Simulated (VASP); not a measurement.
Consider the following.

```xyz
4
Lattice="1.6506 -2.8589 0.0000 1.6506 2.8589 0.0000 0.0000 0.0000 5.3274" Properties=species:S:1:pos:R:3 pbc="T T T"
Zn     1.6506    -0.9530     2.6713
Zn     1.6506     0.9530     0.0076
O      1.6506    -0.9530     4.6911
O      1.6506     0.9530     2.0274
```

Computed with PBEsol GGA, VASP's PBE PAW potentials (set 64) (plane waves; VASP). Settings: 520 eV cut-off, 9×9×5 Γ-centred mesh, Gaussian smearing of 0.050 eV, potentials Zn O.

Question: Give the stress tensor in GPa (positive for a compressed cell).

Answer: 
```
-7.43   0.00   0.00
 0.00  -7.43   0.00
 0.00   0.00  -7.36
```
The pressure is its mean diagonal, -7.41 GPa.

The compound is ZnO in the wurtzite structure. This cell is one point of a volume scan, at 1.06 of the reference volume.
